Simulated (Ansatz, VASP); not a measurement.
# In2Se: VASP beside Ansatz

Aim: how closely do two programs agree when they are given the same cell, functional and k mesh? The cell is generated by rule, not measured, and may not be a known phase. The cell is taken from a series of runs on this material, whose earlier steps may have relaxed, scaled, displaced or heated it; both programs get it as it stands.

Calculated with Ansatz 0.2.0; plane waves, with VASP 6.6.1 beside it; zone-centre phonons at PBEsol.

The structure was built from a prototype and need not be the compound's stable phase.

### Step 1. Set-up

It takes space group P-4m2 (No. 115, tetragonal). The conventional cell has a = 3.942 Å, b = 3.942 Å, c = 5.426 Å, α = 90.00°, β = 90.00°, γ = 90.00°. Nearest to Se lie 4 In at 2.76 Å. In has 2 Se at 2.76 Å nearest. Farther neighbours and most contacts between anions are not listed.

### Step 2. Ansatz: zone-centre phonons, PBEsol

Ansatz runs on its default PAW (the set named soft_2) files.

Second derivatives magnify differences that forces hide, and they need a tight electronic threshold.

Contents of input.yaml:

```yaml
crystal:
  lattice:
    - [3.9416905621, 0.0, 0.0]
    - [0.0, 3.9416450378, 0.0]
    - [0.0, 0.0, 5.4262351215]
  atoms:
    - { symbol: Se, position: [0.0, 0.5, 0.8262410407] }
    - { symbol: In, position: [0.0, 0.0, 0.4696116304] }
    - { symbol: In, position: [0.5, 0.5, 0.1828317502] }
kpoints:
  mp_grid: { grid: [10, 10, 8] }
hamiltonian:
  xc: pbesol
scf:
  occupations: { method: methfessel_paxton, width: 0.2 }
output:
  eigenvalues: true
phonons:
  method: dfpt
```

Command:

```bash
ansatz run input.yaml --threads 8 --pin off --max-ram 14336MiB --backend cpu --events-out ev --progress --plain --runs-dir out
```

Numbers of over 12 decimals in the logs are rounded to 6 here.

Log:

```text
zone centre: on kpoints.mp_grid the ground state, and the responses unless they are solved on pairs of k-points, stand on 180 of the mesh's 800 k-points, reduced under 4 symmetry operations, with k and −k counted as one. Each operation leaves every solved displacement unchanged or reverses it
Engine: ansatz 0.2.0, aarch64-unknown-linux-gnu
Pseudopotentials: kind: paw
Pseudopotential: Se, paw, valence charge 16, recommended cutoff 420 eV (normal), Se.paw.azcp
Pseudopotential: In, paw, valence charge 13, recommended cutoff 420 eV (normal), In.paw.azcp
Functional definition: PBEsol
  exchange = pbesol_x
  correlation = pbesol_c
Crystal: 3 atoms, lattice volume = 84.306 Å³
Basis set: ecut = 420 eV, 1651 PW (Γ), exchange–correlation on 54×54×80 points (8 copies of the dense FFT grid, shifted against one another)
Bands: 26, of which v1, the nominal top of the filled ones, is band 21 counted from 1 (20 counted from 0)
Symmetry: 4 space group operations
k-points: 180 of 800 (time reversal used)
Non-local potential: Se, projectors of the file, l = 0: 2, l = 1: 2, l = 2: 3, l = 3: 1
Non-local potential: In, projectors of the file, l = 0: 2, l = 1: 2, l = 2: 2, l = 3: 2
PAW form: soft (Blöchl's): semilocal exchange-correlation on the pseudo side does not see the compensation charge
PAW frozen core: Se, regenerated for the run's functional, and the local potential with it (the file was generated under x = pbe(κ = 0.804, μ = 0.219515), c = pbe(β = 0.066725))
PAW frozen core: In, regenerated for the run's functional, and the local potential with it (the file was generated under x = pbe(κ = 0.804, μ = 0.219515), c = pbe(β = 0.066725))
PAW one-centre angular grid: Se, 590 points (default); XC on 64 Gauss nodes
PAW one-centre angular grid: In, 590 points (default); XC on 64 Gauss nodes
Initial density: superposition of atomic densities (neutral atoms: chi_scale 0, normalization atom), corrected by the library's trained network
Initial wavefunctions: pseudopotential atomic-orbital guess
Functional: x = pbesol(κ = 0.804, μ = 0.123457), c = pbesol(β = 0.046)
SCF iter   1: F=—  HF=-16475.737217 eV  |F-HF|=—  |Δ(HF+E_count)|=         —  Δρ=3.52e-3  dr2=1.41e-2  ethr=1.77e-3  ⟨swp⟩=5.5  Hψ=19713  notcnv=0
preconditioner: auto → LDOS  [metal: Δε(μ)=0.013 eV  Ē_g=14.400 eV  σ=0.200 eV  W_gap=0.05  n_scr=20 (ndim 8)  ℏωp=22.9 eV  f_vac=0.036  D(μ)=0.83/eV (n_scr^D=2)  β→1.0]
SCF iter   2: F=—  HF=-16475.732135 eV  |F-HF|=—  |Δ(HF+E_count)|=   5.08e-3  S|Δr|=    0.00e0  Δρ=1.85e-3  dr2=3.25e-3  ethr=3.35e-5  ⟨swp⟩=2.6  Hψ=9781  notcnv=0
SCF iter   3: F=—  HF=-16475.730664 eV  |F-HF|=—  |Δ(HF+E_count)|=   1.47e-3  S|Δr|=    0.00e0  Δρ=3.90e-4  dr2=9.27e-5  ethr=7.73e-6  ⟨swp⟩=2.0  Hψ=8362  notcnv=0
SCF iter   4: F=—  HF=-16475.730611 eV  |F-HF|=—  |Δ(HF+E_count)|=   5.35e-5  S|Δr|=    0.00e0  Δρ=5.01e-5  dr2=1.81e-6  ethr=2.21e-7  ⟨swp⟩=2.0  Hψ=8365  notcnv=0
SCF iter   5: F=—  HF=-16475.730612 eV  |F-HF|=—  |Δ(HF+E_count)|=   1.20e-6  S|Δr|=    0.00e0  Δρ=1.11e-5  dr2=9.45e-8  ethr=4.31e-9  ⟨swp⟩=2.0  Hψ=5752  notcnv=0
SCF iter   6: F=—  HF=-16475.730612 eV  |F-HF|=—  |Δ(HF+E_count)|=   2.29e-8  S|Δr|=    0.00e0  Δρ=3.72e-6  dr2=1.58e-8  ethr=2.25e-10  ⟨swp⟩=2.0  Hψ=8358  notcnv=0
SCF iter   7: F=—  HF=-16475.730612 eV  |F-HF|=—  |Δ(HF+E_count)|=   3.67e-9  S|Δr|=    0.00e0  Δρ=8.38e-7  dr2=6.14e-10  ethr=3.76e-11  ⟨swp⟩=2.0  Hψ=7457  notcnv=0
SCF iter   8: F=—  HF=-16475.730612 eV  |F-HF|=—  |Δ(HF+E_count)|=  8.00e-11  S|Δr|=    0.00e0  Δρ=2.28e-7  dr2=3.89e-11  ethr=1.46e-12  ⟨swp⟩=2.0  Hψ=8341  notcnv=0
SCF iter   9: F=—  HF=-16475.730612 eV  |F-HF|=—  |Δ(HF+E_count)|=  2.18e-11  S|Δr|=    0.00e0  Δρ=8.44e-8  dr2=1.16e-11  ethr=1.00e-12  ⟨swp⟩=8.3  Hψ=23012  notcnv=0
SCF iter  10: F=-16475.730612 eV  HF=-16475.730612 eV  |F-HF|=0.00e0  |Δ(HF+E_count)|=  7.28e-12  S|Δr|=    0.00e0  Δρ=1.63e-8  dr2=2.45e-13  ethr=1.00e-12  ⟨swp⟩=5.2  Hψ=17807  notcnv=0
SCF 1 converged in 10 iterations: F = -16475.730612 eV  dr2 = 2.45e-13
  greatest PAW one-centre occupation: 1.000 electrons in one spin orbital (limit 2), on the Se atom at site 0 (counted from 0), in its partial waves of l = 2
DFPT response loops at Γ: preconditioner auto → Kerker (q_TF=auto, 2.429 Å⁻¹) (partly filled bands, converged f_vac=0.035); β = 1.00, the filter's whole step (`scf.mixing.beta` (0.50) is not read by the response loops under this deck's `scf.mixing.preconditioner`; to damp them name `kerker` or `kerker_dos`, under which they read `scf.mixing.beta`, and type it under 1.00, their step now; both keys bind the ground state too); Broyden in place of MSR1
SCF converged after 10 iterations
Stability not checked: this state was not tested for a lower state beside it, because cold or Methfessel-Paxton smearing, or corrected tetrahedra, fill the levels in a way that the test cannot read (fill_not_monotonic; see scf.lower_state_search)
Free energy (F): -16475.730612 eV
Harris-Foulkes:  -16475.730612 eV  (|F-HF|=0.00e0)
Internal energy: -16475.730118 eV  (E = F + TS)
E sigma→0 (E₀):  -16475.730488 eV
Entropy (-TS):   -0.000494 eV (-0.165 meV/atom)
Fermi energy:    8.242824 eV
--- Per-component energies (eV) ---
  E_band       = -478.931772
  E_kinetic    = 601.946658
  E_local      = -4970.549103  (includes V_loc(G=0)·N_el)
  E_nonlocal   = 142.787705
  E_hartree    = 2212.832710
  E_xc         = -531.017802
  E_vxc        = -298.395287  (∫ρ·V_xc dr)
  E_paw        = -10031.311539  (= ΣΔE_a)
  E_vpaw       = -380.386628  (= ΣTr[D̂ρ^β])
  E_aug_tail   = -0.000535  (compensation charges beyond the density's cutoff)
  E_ewald      = -3901.898468
  E_core_change = 1.480255  (= ΣΔE_core)
  E_smearing   = -0.000494  (= −TS)
  E_closure    = -0.000000  (closes the sum)
  Σ components = -16475.730612   (vs F -16475.730612, Δ=0.00e0)
--- Band table (eV; the first three rows and the last of 180) ---
  k-point 0: bands = [... 17 lower, 2.9561, 6.2147, 6.2150, 10.0361, 10.4890, 11.7470, 11.7471, 13.0183, ... 1 higher]
  k-point 1: bands = [... 17 lower, 3.5330, 6.2614, 6.2616, 9.7686, 10.5980, 11.4310, 11.4312, 12.9251, ... 1 higher]
  k-point 2: bands = [... 17 lower, 4.5897, 6.3828, 6.3831, 9.0845, 10.8328, 10.8397, 10.8398, 12.8130, ... 1 higher]
  k-point 179: bands = [... 17 lower, 3.3771, 3.7867, 6.1281, 6.1284, 6.7610, 9.7724, 11.1584, 13.7788, ... 1 higher]
--- Phonons (Γ-DFPT): 9 representative perturbations + reference, on 180 of 800 k-points (Σ response iterations 27) ---
  k mesh reduced under 4 symmetry operations, with k and −k counted as one. Each operation leaves every solved displacement unchanged or reverses it
  ASR residual: 8.760e-5 → 0.000e0 eV/Å²; symmetrization residual: 1.207e-5 eV/Å²
  ASR residual per site (eV/Å²): 8.76e-5 4.80e-5 6.68e-5
  Γ frequencies (cm⁻¹): 0.00 0.00 0.00 71.14 71.15 126.09 130.91 130.95 144.16
  non-analytic LO–TO correction: not included (Born effective charges unavailable; polar crystals: no LO–TO splitting at Γ)
```

(Continued in part 2 of 2.)

[Lines on the potential files, build, host, timing and source positions are cut from VASP's logs without a mark.]

[Logs are printed without paths, hosts, clocks, repeated set-up lines and the standing remarks that a program may print on its own settings, such as how far it seeks lower states.]

[Hosts, paths, dates, database ids (printed as entryN), source tags and the programs' standing remarks are cut or masked in the printed files.]
